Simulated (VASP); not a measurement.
H2SO2, 25 atoms in the cell. The cell holds a amorphous, 25 atoms: a = 7.764 Å, b = 7.764 Å, c = 7.764 Å, α = 90.00°, β = 90.00°, γ = 90.00°. The cell was built by a generator and needn't be a form met in nature.

* Program: VASP 6.6.1
* Task: single point
* Functional: PBE
* Dispersion: D3(BJ)
* Potentials or basis: VASP PAW PBE potentials, release 64 (S, O, H)
* Cutoff: 520 eV
* k mesh: 1 × 1 × 1
* Occupations: fermi-dirac, width 0.05 eV
* Spin: no spin polarisation
* Dipole correction: no
* Further INCAR settings: LREAL = Auto; ALGO = Fast; EDIFF = 1e-06; NBANDS = 68

Potentials or basis: VASP PAW PBE potentials, release 64 (S, O, H).

Run with:

```console
$ cat potpaw_PBE.64/S/POTCAR potpaw_PBE.64/O/POTCAR potpaw_PBE.64/H/POTCAR > POTCAR
$ mpirun -np 1 vasp_gam > vasp.out
```

Hardware: 1 thread of Intel(R) Xeon(R) 6975P-C (Granite Rapids), on a shared host.

Task: Estimate the wall time of this run.

Result: It took 38 s on 1 thread of Intel(R) Xeon(R) 6975P-C (Granite Rapids), on a shared host, peak memory 0.49 GiB. Counts: scf iterations 17, k points 1.
